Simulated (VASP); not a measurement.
Output of a VASP run:

File OSZICAR:
```
       N       E                     dE             d eps       ncg     rms          rms(c)
DAV:   1     0.155149384231E+03    0.15515E+03   -0.94882E+03   812   0.143E+03
DAV:   2     0.373672474236E+01   -0.15141E+03   -0.14780E+03   866   0.348E+02
DAV:   3    -0.810607840793E+01   -0.11843E+02   -0.11740E+02  1076   0.101E+02
DAV:   4    -0.837564434260E+01   -0.26957E+00   -0.26943E+00   884   0.181E+01
DAV:   5    -0.838508590215E+01   -0.94416E-02   -0.94414E-02  1106   0.338E+00    0.287E+00
DAV:   6    -0.812556618410E+01    0.25952E+00   -0.66409E-01  1216   0.689E+00    0.168E+00
DAV:   7    -0.812018671651E+01    0.53795E-02   -0.12342E-01   944   0.204E+00    0.879E-01
DAV:   8    -0.812328554827E+01   -0.30988E-02   -0.12843E-02   944   0.153E+00    0.131E-01
DAV:   9    -0.812294388846E+01    0.34166E-03   -0.24554E-03  1236   0.618E-01    0.478E-02
DAV:  10    -0.812299861210E+01   -0.54724E-04   -0.19553E-04   896   0.103E-01    0.195E-02
DAV:  11    -0.812300417335E+01   -0.55613E-05   -0.79926E-05  1036   0.107E-01    0.786E-03
DAV:  12    -0.812300419969E+01   -0.26341E-07   -0.47875E-06  1016   0.169E-02
   1 F= -.46922712E+01 E0= -.46922411E+01  d E =-.469227E+01
       N       E                     dE             d eps       ncg     rms          rms(c)
DAV:   1    -0.107039854942E+02   -0.25810E+01   -0.83482E+01  1016   0.153E+02    0.974E+00
DAV:   2    -0.808827802938E+01    0.26157E+01   -0.56942E+00   992   0.606E+01    0.330E+00
DAV:   3    -0.771443964505E+01    0.37384E+00   -0.16622E+00  1010   0.248E+01    0.534E-01
DAV:   4    -0.772087202050E+01   -0.64324E-02   -0.40242E-02   818   0.195E+00    0.325E-01
DAV:   5    -0.772389117658E+01   -0.30192E-02   -0.64821E-03   968   0.906E-01    0.665E-02
DAV:   6    -0.772390707605E+01   -0.15899E-04   -0.32249E-04   980   0.204E-01    0.296E-02
DAV:   7    -0.772387738282E+01    0.29693E-04   -0.37904E-05   830   0.452E-02    0.526E-03
DAV:   8    -0.772387831558E+01   -0.93276E-06   -0.20020E-06   878   0.134E-02
   2 F= -.46975803E+01 E0= -.46975803E+01  d E =-.530912E-02
       N       E                     dE             d eps       ncg     rms          rms(c)
DAV:   1    -0.859901473123E+01   -0.87514E+00   -0.21682E+01  1022   0.970E+01    0.431E+00
DAV:   2    -0.806213837388E+01    0.53688E+00   -0.11213E+00   998   0.206E+01    0.164E+00
DAV:   3    -0.796293507535E+01    0.99203E-01   -0.44314E-01  1016   0.123E+01    0.271E-01
DAV:   4    -0.796371065157E+01   -0.77558E-03   -0.12053E-02   860   0.151E+00    0.991E-02
DAV:   5    -0.796361268642E+01    0.97965E-04   -0.20037E-03  1068   0.797E-01    0.387E-02
DAV:   6    -0.796359083378E+01    0.21853E-04   -0.89869E-05   836   0.106E-01    0.192E-02
DAV:   7    -0.796359060559E+01    0.22818E-06   -0.22431E-05  1004   0.851E-02    0.337E-03
DAV:   8    -0.796358925618E+01    0.13494E-05   -0.11008E-06   586   0.103E-02    0.103E-03
DAV:   9    -0.796358975381E+01   -0.49763E-06   -0.10918E-07   442   0.451E-03
   3 F= -.47491056E+01 E0= -.47490581E+01  d E =-.568344E-01
```

OUTCAR:
```
------------------------ aborting loop because EDIFF is reached ----------------------------------------
  FORCE on cell =-STRESS in cart. coord.  units (eV):
  Direction    XX          YY          ZZ          XY          YZ          ZX
  --------------------------------------------------------------------------------------
  Total        3.1907176      3.1907176      3.1907176     -0.0000000     -0.0000000     -0.0000000
  in kB       99.2606423     99.2606423     99.2606423     -0.0000000     -0.0000000     -0.0000000
  external PRESSURE =      -0.7393577 kB  Pullay stress =     100.0000000 kB
  volume of cell :       51.50
      direct lattice vectors                 reciprocal lattice vectors
    -0.000000000  2.953003476  2.953003476    -0.169319137  0.169319137  0.169319137
     2.953003476 -0.000000000  2.953003476     0.169319137 -0.169319137  0.169319137
     2.953003476  2.953003476 -0.000000000     0.169319137  0.169319137 -0.169319137
  FREE ENERGIE OF THE ION-ELECTRON SYSTEM (eV)
  ---------------------------------------------------
  free  energy   TOTEN  =        -7.9635897538 eV

  energy  without entropy=       -7.9634947360  energy(sigma->0) =       -7.96354224
  enthalpy is  TOTEN    =        -4.7491056119 eV   P V=        3.2144841419

 reached required accuracy - stopping structural energy minimisation
```
(Selected blocks of OUTCAR.)

### POSCAR
```
PbSe
1
    0.0000000000     3.0177910696     3.0177910696
    3.0177910696     0.0000000000     3.0177910696
    3.0177910696     3.0177910696     0.0000000000
Pb Se
1 1
Direct
  0.0000000000   0.0000000000   0.0000000000
  0.5000000000   0.5000000000   0.5000000000
```

Q: Write an INCAR and KPOINTS that could have produced this output.

A: This is not unique; one that fits is the input of the run itself, PBE GGA, plane waves, VASP's PBE PAW potentials (set 64).

**INCAR**
```
LREAL=.False.   # projection in real space or not
PSTRESS=100   # kbar
EDIFF=1E-6
GGA=PE   # PBE
ISIF=3   # ions, shape and volume
LASPH=.True.
SYSTEM=PbSe
LMAXMIX=4
LWAVE=.False.
NSW=40   # most ionic steps
ALGO=Normal   # blocked Davidson
EDIFFG=-0.02
NELM=100
LCHARG=.False.
ENCUT=500   # plane-wave cut-off (eV)
IBRION=2   # conjugate gradients
SIGMA=0.05   # width (eV)
ISMEAR=0   # Gaussian
PREC=Accurate
```

File KPOINTS:
```
Automatic mesh
0
Gamma
8 8 8
0 0 0
```

POTCAR, in this order: Pb_d Se (PBE.64 set). Program: vasp_std.

Energy and stress use the plane-wave basis of the starting cell.

The compound is PbSe in the rock salt structure. This run relaxes it under an external pressure of 10 GPa. Symmetry was kept, so distortions that lower it aren't found.
